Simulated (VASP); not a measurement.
Output of a VASP run:

File OSZICAR:
```
       N       E                     dE             d eps       ncg     rms          rms(c)
DAV:   1     0.308914000755E+03    0.30891E+03   -0.23187E+04  2600   0.164E+03
DAV:   2    -0.657801548252E+02   -0.37469E+03   -0.36875E+03  3064   0.438E+02
DAV:   3    -0.898340894039E+02   -0.24054E+02   -0.23947E+02  3512   0.114E+02
DAV:   4    -0.910450553068E+02   -0.12110E+01   -0.12094E+01  4243   0.146E+01
DAV:   5    -0.910528398630E+02   -0.77846E-02   -0.77833E-02  3377   0.116E+00    0.134E+01
DAV:   6    -0.785082350476E+02    0.12545E+02   -0.94326E+00  3580   0.341E+01    0.140E+01
DAV:   7    -0.743070840020E+02    0.42012E+01   -0.13346E+00  3414   0.115E+01    0.907E+00
DAV:   8    -0.810813231339E+02   -0.67742E+01   -0.23744E+00  2967   0.123E+01    0.314E+00
DAV:   9    -0.764062112768E+02    0.46751E+01   -0.58710E-01  2604   0.751E+00    0.147E+00
DAV:  10    -0.777161608373E+02   -0.13099E+01   -0.40671E-01  2646   0.670E+00    0.179E+00
DAV:  11    -0.751274718816E+02    0.25887E+01   -0.72979E-01  2603   0.807E+00    0.448E-01
DAV:  12    -0.751429595882E+02   -0.15488E-01   -0.38413E-02  3601   0.212E+00    0.755E-01
DAV:  13    -0.751635298151E+02   -0.20570E-01   -0.34611E-03  2739   0.633E-01    0.833E-01
DAV:  14    -0.751696648010E+02   -0.61350E-02   -0.94615E-04  3140   0.340E-01    0.797E-01
DAV:  15    -0.751682296950E+02    0.14351E-02   -0.21225E-02  3028   0.121E+00    0.393E-01
DAV:  16    -0.751583899768E+02    0.98397E-02   -0.82498E-03  2612   0.114E+00    0.167E-01
DAV:  17    -0.751708808498E+02   -0.12491E-01   -0.77192E-03  2602   0.870E-01    0.814E-02
DAV:  18    -0.751736013658E+02   -0.27205E-02   -0.10300E-03  2705   0.374E-01    0.338E-02
DAV:  19    -0.751728950207E+02    0.70635E-03   -0.45215E-04  2622   0.228E-01    0.534E-02
DAV:  20    -0.751735743337E+02   -0.67931E-03   -0.13791E-04  2623   0.130E-01    0.585E-02
DAV:  21    -0.751736679300E+02   -0.93596E-04   -0.77615E-05  2880   0.782E-02    0.179E-02
DAV:  22    -0.751736700737E+02   -0.21437E-05   -0.12879E-05  2812   0.369E-02    0.157E-02
DAV:  23    -0.751736716880E+02   -0.16143E-05   -0.15292E-06  3598   0.107E-02    0.923E-03
DAV:  24    -0.751736724620E+02   -0.77404E-06   -0.47644E-07  2714   0.936E-03    0.506E-03
DAV:  25    -0.751736739683E+02   -0.15063E-05   -0.51035E-07  2630   0.688E-03    0.269E-03
DAV:  26    -0.751736744130E+02   -0.44470E-06   -0.20631E-07  2115   0.693E-03    0.806E-04
DAV:  27    -0.751736743378E+02    0.75267E-07   -0.34312E-08  1906   0.171E-03
   1 F= -.75173674E+02 E0= -.75173674E+02  d E =0.000000E+00
       N       E                     dE             ncg
       N       E                     dE             ncg
```

File OUTCAR:
```
------------------------ aborting loop because EDIFF is reached ----------------------------------------
  FORCE on cell =-STRESS in cart. coord.  units (eV):
  Direction    XX          YY          ZZ          XY          YZ          ZX
  --------------------------------------------------------------------------------------
  Total        0.0029710     -0.0115107      0.0689261      0.0000000      0.0000000      0.0000000
  in kB        0.0512110     -0.1984077      1.1880655      0.0000000      0.0000000      0.0000000
  external PRESSURE =       0.3469563 kB  Pullay stress =       0.0000000 kB
  volume of cell :       92.95
      direct lattice vectors                 reciprocal lattice vectors
     3.201965000 -3.208095000  0.000000000     0.156154112 -0.155855734  0.000000000
     3.201965000  3.208095000  0.000000000     0.156154112  0.155855734  0.000000000
     0.000000000  0.000000000  4.524390000     0.000000000  0.000000000  0.221024271
 POSITION                                       TOTAL-FORCE (eV/Angst)
 -----------------------------------------------------------------------------------
      0.00000      0.00000      2.26220         0.000000     -0.000000      0.000000
      3.20196      0.00000      0.00000        -0.000000     -0.000000      0.000000
      1.60098      1.60405      0.00000         0.000000     -0.000000      0.000000
      1.60098     -1.60405      0.00000         0.000000      0.000000      0.000000
      3.20196      0.00000      2.26220         0.000000      0.000000      0.000000
 -----------------------------------------------------------------------------------
    total drift:                                0.000000      0.000000     -0.000000
  FREE ENERGIE OF THE ION-ELECTRON SYSTEM (eV)
  ---------------------------------------------------
  free  energy   TOTEN  =       -75.1736743378 eV

  energy  without entropy=      -75.1736743378  energy(sigma->0) =      -75.17367434

 total charge

# of ion       s       p       d       tot
------------------------------------------
    1        1.950   5.667   0.008   7.625
    2        0.399   0.261   9.601  10.261
    3        1.741   4.338   0.000   6.079
    4        1.741   4.338   0.000   6.079
    5        1.741   4.338   0.000   6.080
--------------------------------------------------
tot          7.573  18.942   9.609  36.124

 Electric field gradients after diagonalization (V/A^2)
 (convention: |V_zz| > |V_xx| > |V_yy|)
----------------------------------------------------------------------
 ion       V_xx      V_yy      V_zz     asymmetry (V_yy - V_xx)/ V_zz
----------------------------------------------------------------------
   1      -0.062    -0.024     0.087       0.440
   2       2.815     0.997    -3.812       0.477
   3     -55.525   -55.442   110.967       0.001
   4     -55.525   -55.442   110.967       0.001
   5     -56.065   -55.900   111.965       0.001
```
(Selected blocks of OUTCAR.)

**POSCAR**
```
KHgF3
1
    3.2019650000    -3.2080950000     0.0000000000
    3.2019650000     3.2080950000     0.0000000000
    0.0000000000     0.0000000000     4.5243900000
K Hg F
1 1 3
Direct
  0.0000000000   0.0000000000   0.5000000000
  0.5000000000   0.5000000000   0.0000000000
  0.0000000000   0.5000000000   0.0000000000
  0.5000000000   0.0000000000   0.0000000000
  0.5000000000   0.5000000000   0.5000000000
```

Problem. Write an INCAR and KPOINTS that could have produced this output.

Solution. Several could match; the one computed here: the input of the run itself, r2SCAN meta-GGA, plane waves, VASP's PBE PAW potentials (set 64).

KPOINTS_OPT:
```
k-points along high-symmetry lines
5
Line-mode
Reciprocal
  0.000000   0.000000   0.000000 ! GAMMA
 -0.500000   0.500000   0.000000 ! Y

 -0.500000   0.500000   0.000000 ! Y
 -0.499046   0.500954   0.000000 ! C_0

  0.499046   0.499046   0.000000 ! SIGMA_0
  0.000000   0.000000   0.000000 ! GAMMA

  0.000000   0.000000   0.000000 ! GAMMA
  0.000000   0.000000   0.500000 ! Z

  0.000000   0.000000   0.500000 ! Z
  0.499046   0.499046   0.500000 ! A_0

 -0.499046   0.500954   0.500000 ! E_0
 -0.500000   0.500000   0.500000 ! T

 -0.500000   0.500000   0.500000 ! T
 -0.500000   0.500000   0.000000 ! Y

  0.000000   0.000000   0.000000 ! GAMMA
  0.000000   0.500000   0.000000 ! S

  0.000000   0.500000   0.000000 ! S
  0.000000   0.500000   0.500000 ! R

  0.000000   0.500000   0.500000 ! R
  0.000000   0.000000   0.500000 ! Z

  0.000000   0.000000   0.500000 ! Z
 -0.500000   0.500000   0.500000 ! T
```

### INCAR
```
# general
SYSTEM =KHgF3
PREC   =Accurate
ENCUT  =520
LREAL  =.False.
LASPH  =.True.

# electronic loop
EDIFF  =1E-7
NELM   =100
ALGO   =Normal
LMAXMIX=6
LMIXTAU=.True.

# smearing
ISMEAR =-5

# functional
METAGGA=R2SCAN

# ions
ISIF   =2

# output
LWAVE  =.False.
LCHARG =.False.
LORBIT =11
NEDOS  =601

# other
LEFG   =.True.
```

KPOINTS:
```
Automatic mesh
0
Gamma
6 6 6
0 0 0
```

POTCAR, in this order: K_sv Hg F (PBE.64 set). Program: vasp_std.

The structure comes from a computed database's KHgF3 entry (Cmmm); how it stands against other phases isn't given here. The cell was not relaxed at this level.
